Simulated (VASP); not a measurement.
Here is the system:

```
PtSb2
1.0
    6.46061     0.00000     0.00000
    0.00000     6.46061     0.00000
    0.00000     0.00000     6.46061
Sb Pt
8 4
Direct
  0.62500   0.87500   0.12500
  0.12500   0.62500   0.87500
  0.62500   0.62500   0.62500
  0.37500   0.37500   0.37500
  0.87500   0.12500   0.62500
  0.87500   0.37500   0.12500
  0.12500   0.87500   0.37500
  0.37500   0.12500   0.87500
  0.00000   0.50000   0.50000
  0.50000   0.00000   0.50000
  0.00000   0.00000   0.00000
  0.50000   0.50000   0.00000
```

Computed with PBE GGA, VASP's PBE PAW potentials (set 64) (plane waves; VASP 6.6.1). Settings: 300 eV cut-off, 3×3×3 Γ-centred mesh, Gaussian smearing of 0.020 eV, potentials Sb Pt.

At this cut-off the stress carries a Pulay error, which pulls relaxed volumes low. Unless said otherwise, spin-orbit coupling is left out, though it shifts the bands of the heavy elements here.

Estimate the energy per atom (σ→0), pressure, largest force, band gap (on the k-mesh) with the smallest direct gap where there is one.

| Property | Value |
|---|---|
| band gap (on the k-mesh) | none (metal, semimetal or under 0.01 eV) |
| energy per atom (σ→0) | -5.241 eV/atom |
| pressure | 4.57 GPa |
| largest force | 0.057 eV/Å |

Total energies compare only between runs with the same potentials, cut-off and functional.

The structure is a typed PtSb2 crystal. The cell was not relaxed at this level. The k-mesh is coarse (spacing up to 0.32 per Å, 2π included), so the numbers may not be converged in it.
